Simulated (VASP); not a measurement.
Here is a VASP 6.6.1 calculation.

Contents of INCAR:

```
ALGO = Fast
EDIFF = 1E-7
ENCUT = 520
GGA = PE
ISIF = 2
ISMEAR = -1
IVDW = 12
LASPH = True
LCHARG = False
LREAL = Auto
LWAVE = False
NBANDS = 48
NELM = 100
PREC = Accurate
SIGMA = 0.15
```

File KPOINTS:

```
k-points
0
Gamma
  3 3 1
```

The input POSCAR:

```
LiAl20
1.0
    5.7275650000      0.0000000000      0.0000000000
    0.0000000000      5.7275650000      0.0000000000
    0.0000000000      0.0000000000     20.1000000000
Al Li
20 1
Direct
    0.0000000000      0.0000000000      0.0497512000
    0.5000000000      0.0000000000      0.0497512000
    0.0000000000      0.5000000000      0.0497512000
    0.5000000000      0.5000000000      0.0497512000
    0.2500088554      0.2500108522      0.1488905306
    0.7499898632      0.2499535178      0.1488809512
    0.2499638157      0.7499869911      0.1488807265
    0.7499166562      0.7498939461      0.1488118637
   -0.0007580090     -0.0007812476      0.2485659719
    0.5005610661     -0.0007421856      0.2485523565
   -0.0007124225      0.5005337014      0.2485481032
    0.5005462264      0.5005254621      0.2485317021
    0.2497258168      0.2496509532      0.3479852199
    0.7495580138      0.2499062491      0.3480971803
    0.2499258489      0.7494356937      0.3480983342
    0.7498764585      0.7498407762      0.3481108782
   -0.0018599070     -0.0019179717      0.4463277388
    0.5015252902     -0.0020843907      0.4464417576
   -0.0019863758      0.5014078619      0.4464824281
    0.5010585196      0.5009789420      0.4466534823
    0.2488375490      0.2485333409      0.5374996174
```

Potentials or basis: VASP PAW PBE potentials, release 64 (Al, Li_sv).

Launch:

```console
$ cat potpaw_PBE.64/Al/POTCAR potpaw_PBE.64/Li_sv/POTCAR > POTCAR
$ mpirun -np 1 vasp_std > vasp.out
```

Problem. What does it give for the largest force?

Solution. 0.053 eV/Å.

Problem. Estimate the band gap on the k mesh.

Solution. None (metal or under the smearing width).

Problem. Predict the dispersion energy per atom.

Solution. -0.258 eV.

Forces in eV/Å, atoms in the order of the input:
```
Al  -0.037 -0.037  0.004
Al   0.037 -0.037  0.003
Al  -0.036  0.037  0.003
Al   0.036  0.036  0.003
Al  -0.001 -0.001  0.002
Al   0.001 -0.001  0.001
Al  -0.001  0.001  0.001
Al   0.002  0.003  0.000
Al   0.002  0.002  0.000
Al  -0.002  0.001  0.001
Al   0.001 -0.002  0.002
Al  -0.002 -0.002  0.002
Al   0.000  0.000 -0.010
Al   0.000  0.001 -0.004
Al   0.000  0.001 -0.004
Al  -0.005 -0.006 -0.009
Al   0.000 -0.001  0.002
Al  -0.004  0.000  0.002
Al   0.000 -0.003  0.000
Al   0.004  0.004 -0.009
Li   0.003  0.004  0.010
```

Caveat: the k mesh is coarse (spacing up to 0.37 Å⁻¹), so the values aren't converged.
